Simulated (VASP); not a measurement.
A run of VASP 6.6.1 is set up as follows.

The input INCAR:

```
SYSTEM = GaF
  ALGO = Normal
  EDIFF = 1E-7
  EDIFFG = -0.01
  ENCUT = 580
  GGA = PE
  IBRION = 2
  ISIF = 3
  ISMEAR = -1
  LASPH = .True.
  LCHARG = .False.
  LREAL = .False.
  LWAVE = .False.
  NELM = 60
  NSW = 40
  PREC = Accurate
  SIGMA = 0.05
```

The input KPOINTS:

```
k-points
0
Gamma
  8 8 8
  0 0 0
```

File POSCAR:

```
GaF
1.0
    3.1659200000      0.0000000000      0.0000000000
    0.0000000000      3.1659200000      0.0000000000
    0.0000000000      0.0000000000      3.1659200000
Ga F
1 1
Direct
    0.0000000000      0.0000000000      0.0000000000
    0.5000000000      0.5000000000      0.5000000000
```

Potentials or basis: VASP PAW PBE potentials, release 64 (Ga, F).

Run with:

```sh
$ cat potpaw_PBE.64/Ga/POTCAR potpaw_PBE.64/F/POTCAR > POTCAR
$ mpirun -np 1 vasp_std > vasp.out
```

(1) Estimate the band gap on the k mesh.

(2) Estimate the space group after relaxing (to 0.05 Å).

(3) Estimate the relaxed cell.

(4) Estimate the relaxed volume.

Results:

(1) 0.18 eV, indirect (least direct gap 1.06 eV).

(2) Pm-3m (No. 221).

(3) a = 3.142 Å, b = 3.142 Å, c = 3.142 Å, α = 90.00°, β = 90.00°, γ = 90.00°.

(4) 15.51 Å³/atom.
